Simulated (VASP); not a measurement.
Computed with PBE GGA with D3 dispersion (zero damping), VASP's PBE PAW potentials (set 64) (plane waves; VASP).

The input files of a VASP run:

### KPOINTS
```
Regular mesh
0
G
  17 17 10
0 0 0
```

INCAR:
```
! general
SYSTEM   =  Ru
PREC     =  Accurate
ENCUT    =  520
LREAL    =  F
LASPH    =  T

! electronic loop
EDIFF    =  1E-7
NELM     =  100
ALGO     =  Normal
LMAXMIX  =  4

! smearing
ISMEAR   =  -5

! functional
GGA      =  PE
IVDW     =  11

! ions
ISIF     =  2

! output
LWAVE    =  F
LCHARG   =  T
LORBIT   =  11
NEDOS    =  601
```

File POSCAR:
```
Ru
1
    1.3499485801    -2.3381796824    -0.0000000000
    1.3499485801     2.3381796824     0.0000000000
   -0.0000000000    -0.0000000000     4.2565343352
Ru
2
Direct
  0.3333330000   0.6666670000   0.2500000000
  0.6666670000   0.3333330000   0.7500000000
```

POTCAR, in this order: Ru_pv (PBE.64 set). Program: vasp_std.

The resulting files:

### OSZICAR
```
       N       E                     dE             d eps       ncg     rms          rms(c)
DAV:   1     0.285664293617E+03    0.28566E+03   -0.18127E+04  7128   0.174E+03
DAV:   2    -0.129948768950E+02   -0.29866E+03   -0.29320E+03  7562   0.495E+02
DAV:   3    -0.197104735045E+02   -0.67156E+01   -0.65321E+01  7484   0.795E+01
DAV:   4    -0.197853482942E+02   -0.74875E-01   -0.74559E-01  8866   0.712E+00
DAV:   5    -0.197862884257E+02   -0.94013E-03   -0.94101E-03  7660   0.748E-01    0.182E+01
DAV:   6    -0.185465649024E+02    0.12397E+01   -0.32996E+00  7194   0.191E+01    0.494E+00
DAV:   7    -0.184582156899E+02    0.88349E-01   -0.28134E-01  7308   0.508E+00    0.113E+00
DAV:   8    -0.184497580695E+02    0.84576E-02   -0.72875E-03  7318   0.102E+00    0.165E-01
DAV:   9    -0.184497948740E+02   -0.36805E-04   -0.51938E-04  9368   0.241E-01    0.499E-02
DAV:  10    -0.184498032730E+02   -0.83989E-05   -0.17336E-05  7560   0.436E-02    0.127E-02
DAV:  11    -0.184498083023E+02   -0.50293E-05   -0.11722E-06  7842   0.105E-02    0.373E-03
DAV:  12    -0.184498076938E+02    0.60849E-06   -0.53444E-08  4098   0.239E-03    0.604E-04
DAV:  13    -0.184498075834E+02    0.11032E-06   -0.87907E-09  3652   0.854E-04    0.448E-04
DAV:  14    -0.184498075780E+02    0.54083E-08   -0.33497E-09  3624   0.550E-04
   1 F= -.19574063E+02 E0= -.19574063E+02  d E =0.000000E+00
```

File OUTCAR:
```
------------------------ aborting loop because EDIFF is reached ----------------------------------------
 Edisp (eV)   -1.12426
  FORCE on cell =-STRESS in cart. coord.  units (eV):
  Direction    XX          YY          ZZ          XY          YZ          ZX
  --------------------------------------------------------------------------------------
  Total      -0.02644    -0.02644     0.04465    -0.00000     0.00000    -0.00000
  in kB      -1.57654    -1.57654     2.66230    -0.00000     0.00000    -0.00000
  external pressure =       -0.16 kB  Pullay stress =        0.00 kB
  volume of cell :       26.87
      direct lattice vectors                 reciprocal lattice vectors
     1.349948580 -2.338179682  0.000000000     0.370384478 -0.213841564  0.000000000
     1.349948580  2.338179682  0.000000000     0.370384478  0.213841564  0.000000000
     0.000000000  0.000000000  4.256534335     0.000000000  0.000000000  0.234932910
 POSITION                                       TOTAL-FORCE (eV/Angst)
 -----------------------------------------------------------------------------------
      1.34995      0.77939      1.06413         0.000000      0.000000      0.000000
      1.34995     -0.77939      3.19240        -0.000000     -0.000000      0.000000
 -----------------------------------------------------------------------------------
    total drift:                               -0.000000      0.000504     -0.000045
  FREE ENERGIE OF THE ION-ELECTRON SYSTEM (eV)
  ---------------------------------------------------
  free  energy   TOTEN  =       -19.5740626608 eV

  energy  without entropy=      -19.5740626608  energy(sigma->0) =      -19.57406266

 total charge

# of ion       s       p       d       tot
------------------------------------------
    1        0.411   6.321   5.960  12.692
    2        0.411   6.321   5.960  12.692
--------------------------------------------------
tot          0.821  12.643  11.920  25.384
```
(Selected blocks of OUTCAR.)

For a metal the tetrahedron method with Blöchl corrections gives inexact stress and forces.

The compound is Ru in the hcp structure. It was relaxed first.
